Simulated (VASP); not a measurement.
Consider the following.

```xyz
3
Lattice="1.8624 -3.2257 0.0000 1.8624 3.2257 0.0000 0.0000 0.0000 7.3946" Properties=species:S:1:pos:R:3 pbc="T T T"
Zr     0.0000     0.0000     0.0000
S      1.8624     1.0752     1.4453
S      1.8624    -1.0752     5.9493
```

Method: RPBE GGA, VASP's PBE PAW potentials (set 64) (plane waves; VASP). Settings: 520 eV cut-off, Gaussian smearing of 0.050 eV, potentials Zr_sv S.

Without a dispersion term in the relaxation, distances and binding between the weakly bound layers, chains or molecules are unreliable, and so is what depends on them.

Predict the band gap (along the path) with the smallest direct gap where there is one.

```json
{
  "band gap (along the path)": "1.29 eV",
  "smallest direct gap (along the path)": "1.74 eV"
}
```

The absolute energy has meaning only against runs of the same code, potentials and settings.

The compound is ZrS2 in the 1T layered structure. It was relaxed first, which changed the volume by +32 %.
